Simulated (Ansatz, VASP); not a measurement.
# Hf3Ge2 (Hf3Ge2 (P4/mbm)) in two plane-wave programs, part 2 of 2

Wanted: the spread between two codes on one cell, functional and k mesh. The two relaxations start from unlike cells of this crystal (the structure described is Ansatz's start), so only their ends are compared.

VASP 6.6.1 and Ansatz 0.2.0.

So far: Starting point; Ansatz: relaxation of cell and atoms, PBEsol.

## 3. VASP: relaxation of cell and atoms, PBEsol

Level of this step: PBEsol; plane waves and PAW (Hf_pv, Ge_d) (VASP).

Its own start cell and the same functional, mesh and smearing now go to VASP, with its own data sets.

Lines of VASP's logs that name or quote its potential files are left out, and so is its time.

INCAR

```
SYSTEM = Hf3Ge2
PREC = Accurate
ENCUT = 500
EDIFF = 1E-07
NELM = 120
ISMEAR = -1
SIGMA = 0.05
LREAL = .FALSE.
ALGO = Normal
GGA = PS
NBANDS = 71
LASPH = .TRUE.
LORBIT = 11
LWAVE = .FALSE.
LCHARG = .FALSE.
ISIF = 3
IBRION = 2
NSW = 80
EDIFFG = -0.005
GGA_COMPAT = .FALSE.
NELMIN = 4
KPAR = 2
```

POSCAR

```
Hf3Ge2
1.0
    7.0784183955      0.0000000000      0.0000000000
    0.0000000000      7.0784183955      0.0000000000
    0.0000000000      0.0000000000      3.6486341944
Hf Ge
6 4
Direct
    0.0000000000      0.0000000000      0.0000000000
    0.5000000000      0.5000000000      0.0000000000
    0.1704464692      0.6704464692      0.5000001351
    0.8295535308      0.3295535308      0.5000001351
    0.6704464692      0.8295535308      0.5000001351
    0.3295535308      0.1704464692      0.5000001351
    0.6304873682      0.1304873682      0.0000000000
    0.3695126318      0.8695126318      0.0000000000
    0.1304873682      0.3695126318      0.0000000000
    0.8695126318      0.6304873682      0.0000000000
```

KPOINTS

```
Automatic mesh
0
Gamma
6 6 10
0 0 0
```

Potentials, in the order of the species: Hf_pv and Ge_d (PBE family, release 64).

Run with:

```console
mpirun -np 2 vasp_std
```

Numbers of over 12 decimals in the logs are rounded to 6 here.

The log of the run:

```text
[banner, memory and clock lines left out]
running    2 mpi-ranks, on    1 nodes
 distrk:  each k-point on    1 cores,    2 groups
 distr:  one band on    1 cores,    1 groups

 POSCAR found type information on POSCAR HfGe
 POSCAR found :  2 types and      10 ions
|                                                                             |
|               ----> ADVICE to this user running VASP <----                  |
|                                                                             |
|     You enforced a specific xc type in the INCAR file but a different       |
|     [... a line on the potential file left out ...]
|     I HOPE YOU KNOW WHAT YOU ARE DOING!                                     |
|                                                                             |

 LDA part: xc-table for (Slater+PW92), standard interpolation
 POSCAR, INCAR and KPOINTS ok, starting setup
 FFT: planning ... GRIDC
 FFT: planning ... GRID_SOFT
 FFT: planning ... GRID
 WAVECAR not read
 entering main loop
       N       E                     dE             d eps       ncg     rms          rms(c)
DAV:   1     0.138914769622E+04    0.13891E+04   -0.52129E+04 11845   0.341E+03
DAV:   2     0.177554245267E+03   -0.12116E+04   -0.11588E+04  8520   0.102E+03
DAV:   3    -0.695600053283E+02   -0.24711E+03   -0.23717E+03  9101   0.239E+02
DAV:   4    -0.937913701087E+02   -0.24231E+02   -0.23460E+02 10721   0.741E+01
DAV:   5    -0.946052662490E+02   -0.81390E+00   -0.80802E+00 10400   0.149E+01    0.116E+02
DAV:   6    -0.911353838045E+02    0.34699E+01   -0.69844E+00 11417   0.923E+00    0.706E+01
DAV:   7    -0.906895590296E+02    0.44582E+00   -0.54694E+00  9984   0.946E+00    0.664E+00
DAV:   8    -0.905401663552E+02    0.14939E+00   -0.96724E-01 10537   0.411E+00    0.313E+00
DAV:   9    -0.905312712758E+02    0.88951E-02   -0.13980E-01 10272   0.144E+00    0.162E+00
DAV:  10    -0.905293938371E+02    0.18774E-02   -0.22581E-02 11913   0.837E-01    0.261E-01
DAV:  11    -0.905294080547E+02   -0.14218E-04   -0.19109E-03 10856   0.197E-01    0.303E-01
DAV:  12    -0.905293683586E+02    0.39696E-04   -0.28212E-04 12072   0.108E-01    0.816E-02
DAV:  13    -0.905293583737E+02    0.99849E-05   -0.61236E-05 10664   0.351E-02    0.209E-02
DAV:  14    -0.905293593684E+02   -0.99472E-06   -0.94902E-06 11152   0.130E-02    0.227E-02
DAV:  15    -0.905293592191E+02    0.14933E-06   -0.80345E-07  9880   0.510E-03    0.150E-02
DAV:  16    -0.905293589805E+02    0.23856E-06   -0.85579E-07 10040   0.431E-03    0.641E-03
DAV:  17    -0.905293590119E+02   -0.31401E-07   -0.11583E-07  5752   0.224E-03
   1 F= -.90529359E+02 E0= -.90500386E+02  d E =-.905294E+02
 curvature:   0.00 expect dE= 0.000E+00 dE for cont linesearch  0.000E+00
 trial: gam= 0.00000 g(F)=  0.362E-05 g(S)=  0.385E-04 ort = 0.000E+00 (trialstep = 0.100E+01)
 search vector abs. value=  0.421E-04
 bond charge predicted
       N       E                     dE             d eps       ncg     rms          rms(c)
DAV:   1    -0.905297927758E+02   -0.43380E-03   -0.88932E-03 10816   0.747E-01    0.284E-01
DAV:   2    -0.905294760901E+02    0.31669E-03   -0.75290E-04 11192   0.214E-01    0.757E-02
DAV:   3    -0.905293845144E+02    0.91576E-04   -0.97064E-05 11049   0.627E-02    0.344E-02
DAV:   4    -0.905293556914E+02    0.28823E-04   -0.36398E-05 11272   0.325E-02    0.192E-02
DAV:   5    -0.905293542364E+02    0.14551E-05   -0.27933E-06 11601   0.948E-03    0.137E-02
DAV:   6    -0.905293546223E+02   -0.38595E-06   -0.38453E-07  7800   0.266E-03    0.312E-03
DAV:   7    -0.905293548757E+02   -0.25338E-06   -0.77099E-08  5568   0.281E-03    0.775E-04
DAV:   8    -0.905293548566E+02    0.19130E-07   -0.15895E-08  5568   0.105E-03
   2 F= -.90529355E+02 E0= -.90500415E+02  d E =0.415535E-05
 trial-energy change:    0.000004  1 .order    0.000004   -0.000042    0.000050
 step:   0.4560(harm=  0.4560)  dis= 0.00007  next Energy=   -90.529369 (dE=-0.960E-05)
 bond charge predicted
       N       E                     dE             d eps       ncg     rms          rms(c)
DAV:   1    -0.905295013481E+02   -0.14647E-03   -0.26305E-03 10745   0.407E-01    0.155E-01
DAV:   2    -0.905294082818E+02    0.93066E-04   -0.22247E-04 11162   0.116E-01    0.411E-02
DAV:   3    -0.905293806753E+02    0.27607E-04   -0.28717E-05 11064   0.342E-02    0.187E-02
DAV:   4    -0.905293709317E+02    0.97436E-05   -0.10726E-05 11288   0.177E-02    0.104E-02
DAV:   5    -0.905293695027E+02    0.14289E-05   -0.80125E-07 10184   0.515E-03    0.723E-03
DAV:   6    -0.905293690343E+02    0.46846E-06   -0.12941E-07  6464   0.169E-03    0.165E-03
DAV:   7    -0.905293689104E+02    0.12388E-06   -0.26404E-08  5537   0.155E-03    0.342E-04
DAV:   8    -0.905293689157E+02   -0.52623E-08   -0.65177E-09  5499   0.612E-04
   3 F= -.90529369E+02 E0= -.90500411E+02  d E =-.990377E-05
 curvature:  -0.23 expect dE=-0.720E-06 dE for cont linesearch -0.833E-09
 trial: gam= 0.08431 g(F)=  0.275E-05 g(S)=  0.408E-06 ort =-0.392E-06 (trialstep = 0.891E+00)
 search vector abs. value=  0.339E-05
 reached required accuracy - stopping structural energy minimisation
```

OUTCAR, selected parts (step 3):

```text
ion  position               nearest neighbor table
   1  0.000  0.000  0.000-   7 2.77   8 2.77   9 2.77  10 2.77   3 3.20   4 3.20   5 3.20   6 3.20
                             3 3.20   4 3.20   5 3.20   6 3.20
   2  0.500  0.500  0.000-   7 2.77   8 2.77   9 2.77  10 2.77   3 3.20   4 3.20   5 3.20   6 3.20
                             3 3.20   4 3.20   5 3.20   6 3.20
   3  0.170  0.670  0.500-   8 2.70   8 2.70  10 2.82   9 2.82   9 2.82  10 2.82   1 3.20   2 3.20
                             2 3.20   1 3.20   4 3.41   5 3.71   6 3.71   6 3.71   5 3.71
   4  0.830  0.330  0.500-   7 2.70   7 2.70  10 2.82   9 2.82   9 2.82  10 2.82   1 3.20   2 3.20
                             2 3.20   1 3.20   3 3.41   5 3.71   6 3.71   5 3.71   6 3.71
   5  0.670  0.830  0.500-  10 2.70  10 2.70   7 2.82   8 2.82   8 2.82   7 2.82   1 3.20   2 3.20
                             2 3.20   1 3.20   6 3.41   4 3.71   3 3.71   4 3.71   3 3.71
   6  0.330  0.170  0.500-   9 2.70   9 2.70   7 2.82   8 2.82   8 2.82   7 2.82   1 3.20   2 3.20
                             2 3.20   1 3.20   5 3.41   4 3.71   3 3.71   3 3.71   4 3.71
   7  0.630  0.130  0.000-   8 2.61   4 2.70   4 2.70   1 2.77   2 2.77   6 2.82   5 2.82   5 2.82
                             6 2.82
   8  0.370  0.870  0.000-   7 2.61   3 2.70   3 2.70   1 2.77   2 2.77   6 2.82   5 2.82   5 2.82
                             6 2.82
   9  0.130  0.370  0.000-  10 2.61   6 2.70   6 2.70   1 2.77   2 2.77   3 2.82   4 2.82   4 2.82
                             3 2.82
  10  0.870  0.630  0.000-   9 2.61   5 2.70   5 2.70   1 2.77   2 2.77   3 2.82   4 2.82   4 2.82
                             3 2.82

  LATTYP: Found a simple tetragonal cell.
 ALAT       =     7.0784183955
 C/A-ratio  =     0.5154589614

 Subroutine GETGRP returns: Found 16 space group operations
 (whereof  8 operations were pure point group operations)

The static configuration has the point symmetry C_4h.
 The point group associated with its full space group is D_4h.

 Found     60 irreducible k-points:

   k-points           NKPTS =     60   k-points in BZ     NKDIM =     60   number of bands    NBANDS=     71

   dimension x,y,z NGX =    54 NGY =   54 NGZ =   28
   dimension x,y,z NGXF=   108 NGYF=  108 NGZF=   56

   ENCUT  =  500.0 eV  36.75 Ry    6.06 a.u.  12.91 12.91  6.65*2*pi/ulx,y,z

   NELECT =     116.0000    total number of electrons

 k-points in reciprocal lattice and weights: Automatic mesh
   0.00000000  0.00000000  0.00000000       0.003
   0.16666667  0.00000000  0.00000000       0.011
   0.33333333  0.00000000  0.00000000       0.011
   0.50000000  0.00000000  0.00000000       0.006
   0.16666667  0.16666667  0.00000000       0.011
   0.33333333  0.16666667  0.00000000       0.022
   0.50000000  0.16666667  0.00000000       0.011
   0.33333333  0.33333333  0.00000000       0.011
   0.50000000  0.33333333  0.00000000       0.011
[...]
0.50000000  0.33333333  0.50000000       0.011
   0.50000000  0.50000000  0.50000000       0.003

 average (electrostatic) potential at core
       1 -35.2576       2 -35.2576       3 -35.5244       4 -35.5244       5 -35.5244
       6 -35.5244       7 -72.0634       8 -72.0634       9 -72.0634      10 -72.0634

 E-fermi :   6.2413

 k-point     1 :       0.0000    0.0000    0.0000
  band No.  band energies     occupation
    ...
     53       5.2868      2.00000
     54       5.5748      2.00000
     55       5.5748      2.00000
     56       5.7776      1.99981
     57       6.1895      1.47609
     58       6.4606      0.02458
     59       7.1008      0.00000
     60       7.6200      0.00000
     61       7.7265      0.00000
     62       7.7265      0.00000
    ...

 k-point     2 :       0.1667    0.0000    0.0000
  band No.  band energies     occupation
    ...
     52       5.0619      2.00000
     53       5.0765      2.00000
     54       5.1284      2.00000
     55       5.3714      2.00000
     56       6.1743      1.58459
     57       6.4280      0.04661
     58       6.6248      0.00093
     59       7.1960      0.00000
     60       7.4254      0.00000
     61       7.4582      0.00000
    ...

 k-point     3 :       0.3333    0.0000    0.0000
  band No.  band energies     occupation
    ...
     51       4.5287      2.00000
     52       4.7252      2.00000
     53       4.7327      2.00000
     54       5.1234      2.00000
     55       5.4292      2.00000
     56       6.2963      0.49912
     57       6.7146      0.00015
     58       6.9874      0.00000
     59       7.0409      0.00000
     60       7.1439      0.00000
    ...

  Total        0.0032612      0.0032612      0.0079500      0.0000000      0.0000000     -0.0000000
  in kB        0.0285911      0.0285911      0.0696979      0.0000000      0.0000000     -0.0000000
  external PRESSURE =       0.0422933 kB  Pullay stress =       0.0000000 kB

  energy-cutoff  :      500.00
  volume of cell :      182.75
      direct lattice vectors                 reciprocal lattice vectors
     7.077547890  0.000000000 -0.000000000     0.141291873  0.000000000  0.000000000
     0.000000000  7.077547890  0.000000000     0.000000000  0.141291873  0.000000000
    -0.000000000 -0.000000000  3.648301023     0.000000000  0.000000000  0.274100189

 POSITION                                       TOTAL-FORCE (eV/Angst)
 -----------------------------------------------------------------------------------
      0.00000     -0.00000      0.00000        -0.000000      0.000000      0.000000
      3.53877      3.53877     -0.00000         0.000000      0.000000      0.000000
      1.20641      4.74518      1.82415         0.002468      0.002468      0.000000
      5.87114      2.33236      1.82415        -0.002468     -0.002468      0.000000
      4.74518      5.87114      1.82415         0.002468     -0.002468      0.000000
      2.33236      1.20641      1.82415        -0.002468      0.002468      0.000000
      4.46230      0.92353     -0.00000        -0.001016     -0.001016      0.000000
      2.61525      6.15402     -0.00000         0.001016      0.001016      0.000000
      0.92353      2.61525     -0.00000        -0.001016      0.001016      0.000000
      6.15402      4.46230     -0.00000         0.001016     -0.001016     -0.000000
 -----------------------------------------------------------------------------------
    total drift:                                0.000000      0.000000     -0.000230

  FREE ENERGIE OF THE ION-ELECTRON SYSTEM (eV)
  ---------------------------------------------------
  free  energy   TOTEN  =       -90.5293689157 eV

  energy  without entropy=      -90.4714532505  energy(sigma->0) =      -90.50041108

 reached required accuracy - stopping structural energy minimisation

 total charge
# of ion       s       p       d       tot
------------------------------------------
    1        0.324   6.445   1.634   8.402
    2        0.324   6.445   1.634   8.402
    3        0.299   6.429   1.666   8.394
    4        0.299   6.429   1.666   8.394
    5        0.299   6.429   1.666   8.394
    6        0.299   6.429   1.666   8.394
    7        1.113   1.429  10.054  12.596
    8        1.113   1.429  10.054  12.596
    9        1.113   1.429  10.054  12.596
   10        1.113   1.429  10.054  12.596
--------------------------------------------------
tot          6.295  44.322  50.145 100.762

[... 3 further parts left out ...]
```

Harder data sets than Hf_pv exist (the GW ones), and pressures, volumes and forces can shift noticeably with them. The PAW data sets were made with PBE, which is usual practice but a small mismatch for other functionals. The run keeps the 16 symmetry operations of its start, so it cannot find a distortion of lower symmetry.

## 4. Side by side

Known differences besides the potentials themselves: the data sets hold 212 valence electrons in Ansatz (on its PAW soft_1 files) and 116 in VASP; the cutoff is 420 eV in Ansatz and 500 eV in VASP; Ansatz makes its cores anew for this functional, VASP keeps those of its PBE data sets; Ansatz adds a Pulay correction to the stress that steers its cell, VASP none. Total energies have different zeros and are not compared.

The two programs side by side:

| quantity | Ansatz | VASP | difference |
| --- | --- | --- | --- |
| volume (Å³) | 183.17 | 182.75 | +0.23 % |
| edge a after relaxation, in the typed setting (Å) | 7.083 | 7.077 | +0.07 % |
| edge c after relaxation, in the typed setting (Å) | 3.651 | 3.648 | +0.08 % |

## 5. Outcome

| Item | Value |
| --- | --- |
| difference in volume (relaxation of cell and atoms, PBEsol) | 0.23 % |

The difference in volume is 0.23 % (relaxation of cell and atoms, PBEsol), within the 1.2 % picked in this series as the mark of a large difference, as far as the stopping tolerances let one tell. The data sets hold unlike numbers of valence electrons (212 in Ansatz and 116 in VASP), so part of the differences comes from the potentials. How closely two codes agree says nothing of how well the functional describes the real material.

[Lines on the potential files, build, host, timing and source positions are cut from VASP's logs without a mark.]

[Logs are printed without paths, hosts, clocks, repeated set-up lines and the standing remarks that a program may print on its own settings, such as how far it seeks lower states.]

[Hosts, paths, dates, database ids (printed as entryN), source tags and the programs' standing remarks are cut or masked in the printed files.]
